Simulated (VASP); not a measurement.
A run of VASP 6.6.1 is set up as follows.

INCAR

```
PREC = Accurate
ENCUT = 520
EDIFF = 1E-7
ISMEAR = -1
SIGMA = 0.05
LREAL = False
LASPH = True
NELM = 100
ALGO = Normal
ISIF = 2
LWAVE = False
LCHARG = True
GGA = PE
LELF = True
LVHAR = True
NBANDS = 22
```

The input KPOINTS:

```
regular mesh
0
Gamma
  5 5 5
```

The input POSCAR:

```
KMg6Al
1.0
    5.1911060000      0.0000000000      0.0000000000
    0.0000000000      3.3984470000      5.7625640000
    0.0000000000     -3.3984470000      5.7625640000
K Al Mg
1 1 6
Direct
    0.5019090000      0.3373840000      0.3428780000
    0.4966990000      0.8385690000      0.8388670000
    0.0106390000      0.1533770000      0.1514430000
    0.0011620000      0.6607230000      0.6726480000
    0.0021720000      0.6874390000      0.1511360000
    0.0106100000      0.1441570000      0.6940030000
    0.5131010000      0.8257770000      0.3332530000
    0.5029340000      0.3248060000      0.8432150000
```

Potentials or basis: VASP PAW PBE potentials, release 64 (K_sv, Al, Mg).

Run with:

```bash
$ cat potpaw_PBE.64/K_sv/POTCAR potpaw_PBE.64/Al/POTCAR potpaw_PBE.64/Mg/POTCAR > POTCAR
$ mpirun -np 1 vasp_std > vasp.out
```

Q: Estimate the largest force.

A: 0.308 eV/Å.

Q: Predict the pressure.

A: -0.1 GPa.

Stress tensor (GPa, compression positive):
```
 0.47  0.11  0.03
 0.11  0.00 -0.01
 0.03 -0.01 -0.63
```
